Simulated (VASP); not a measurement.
Method: r2SCAN meta-GGA, VASP's PBE PAW potentials (set 64) (plane waves; VASP).

A VASP calculation is set up with these files.

### KPOINTS
```
Automatic mesh
0
Gamma
7 7 4
0 0 0
```

POSCAR:
```
SnSe2
1
    1.8822072484    -3.2600787971     0.0000000000
    1.8822072484     3.2600787971     0.0000000000
    0.0000000000     0.0000000000     6.3961458917
Sn Se
1 2
Direct
  0.0000000000   0.0000000000   0.0000000000
  0.3333330000   0.6666670000   0.2411371927
  0.6666670000   0.3333330000   0.7588628073
```

### INCAR
```
ALGO  =  Normal
EDIFF  =  1E-7
EDIFFG  =  -0.01
ENCUT  =  520
IBRION  =  2
ISIF  =  4
ISMEAR  =  0
LASPH  =  .TRUE.
LCHARG  =  .FALSE.
LMAXMIX  =  4
LMIXTAU  =  .TRUE.
LREAL  =  .FALSE.
LWAVE  =  .FALSE.
METAGGA  =  R2SCAN
NELM  =  100
NSW  =  30
PREC  =  Accurate
SIGMA  =  0.05
SYSTEM  =  SnSe2
```

POTCAR, in this order: Sn_d Se (PBE.64 set). Program: vasp_std.

Question: What will the output report for the number of irreducible k-points (NKPTS), largest plane-wave count, number of space-group operations, FFT grid (NGX, NGY, NGZ)?

Answer: 
The number of irreducible k-points (NKPTS) is 28, the largest plane-wave count is 2132 and the number of space-group operations comes out as 12. The FFT grid (NGX, NGY, NGZ) is 28 × 28 × 48.

The compound is SnSe2 in the 1T layered structure. This cell is one point of a volume scan, at 0.94 of the reference volume. Symmetry was kept, so distortions that lower it aren't found.
